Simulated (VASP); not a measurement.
Input of a VASP 6.6.1 run:

INCAR

```
SYSTEM = InP
ALGO = Normal
EDIFF = 1E-6
EDIFFG = -0.002
ENCUT = 600
GGA = PE
IBRION = 2
ISIF = 3
ISMEAR = 0
LASPH = .True.
LCHARG = .False.
LREAL = .False.
LWAVE = .False.
NELM = 100
NSW = 100
PREC = Accurate
SIGMA = 0.02
```

File KPOINTS:

```
k-points
0
Gamma
  8 8 8
  0 0 0
```

Contents of POSCAR:

```
InP
1.0
    0.0000000000      2.9305000000      2.9305000000
    2.9305000000      0.0000000000      2.9305000000
    2.9305000000      2.9305000000      0.0000000000
In P
1 1
Direct
    0.0000000000      0.0000000000      0.0000000000
    0.2500000000      0.2500000000      0.2500000000
```

Potentials or basis: VASP PAW PBE potentials, release 64 (In_d, P).

Launch:

```console
$ cat potpaw_PBE.64/In_d/POTCAR potpaw_PBE.64/P/POTCAR > POTCAR
$ mpirun -np 1 vasp_std > vasp.out
```

Problem. Predict the relaxed cell.

Solution. a = 4.213 Å, b = 4.213 Å, c = 4.213 Å, α = 60.00°, β = 60.00°, γ = 60.00°.

Problem. Predict the space group after relaxing (to 0.05 Å).

Solution. F-43m (No. 216).

Final structure:
```cif
data_structure
_symmetry_space_group_name_H-M 'P 1'
_symmetry_Int_Tables_number 1
_cell_length_a 4.2132
_cell_length_b 4.2132
_cell_length_c 4.2132
_cell_angle_alpha 60.000
_cell_angle_beta 60.000
_cell_angle_gamma 60.000
_cell_volume 52.88
loop_
_atom_site_label
_atom_site_type_symbol
_atom_site_fract_x
_atom_site_fract_y
_atom_site_fract_z
_atom_site_occupancy
In1 In 0.00000 0.00000 0.00000 1
P1 P 0.25000 0.25000 0.25000 1
```

 Zero-point motion and thermal expansion aren't in these numbers.
